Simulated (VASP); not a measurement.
VASP input:

**POSCAR**
```
BN
2.5901220
  0.0000000000   0.7071068467   0.7071068467
  0.7071068467   0.0000000000   0.7071068467
  0.7071068467   0.7071068467   0.0000000000
B N
1 1
Direct
  0.0000000000   0.0000000000   0.0000000000
  0.7500000000   0.7500000000   0.7500000000
```

File KPOINTS:
```
kpoints
0
Gamma
  15 15 15
```

**INCAR**
```
SYSTEM = BN
PREC = Accurate; ENCUT = 400; LREAL = .False.
LASPH = .True.
EDIFF = 1E-6; NELM = 100; ALGO = Normal
ISMEAR = 0; SIGMA = 0.01
GGA = PE
ISIF = 2
LWAVE = .False.; LCHARG = .False.
```

POTCAR, in this order: B N (PBE.64 set). Program: vasp_std.

Translate this PBE calculation to Ansatz.

One equivalent input (not run):
Ansatz 0.2 input:
```yaml
crystal:
  lattice:
    - [0.0000000, 1.8314930, 1.8314930]
    - [1.8314930, 0.0000000, 1.8314930]
    - [1.8314930, 1.8314930, 0.0000000]
  atoms:
    - { symbol: B, position: [0.0000000, 0.0000000, 0.0000000] }
    - { symbol: N, position: [0.7500000, 0.7500000, 0.7500000] }
kpoints:
  mp_grid: { grid: [15, 15, 15] }
hamiltonian:
  xc: pbe
  pseudopotentials: { kind: paw }
scf:
  occupations: { method: gaussian, width: 0.01 }
  max_iter: 100
output: { forces: true, stress: true, eigenvalues: true }
```
Limits of the translation: each code has its own PAW files, so the cut-off isn't converted (ENCUT is set for VASP's; basis.ecutwfc is left out, and Ansatz then takes the one that its files recommend); Ansatz stops its SCF on the density residual and VASP on the energy change (EDIFF).

The structure comes from a computed database's BN entry; how it stands against other phases isn't given here. The cell was not relaxed at this level.
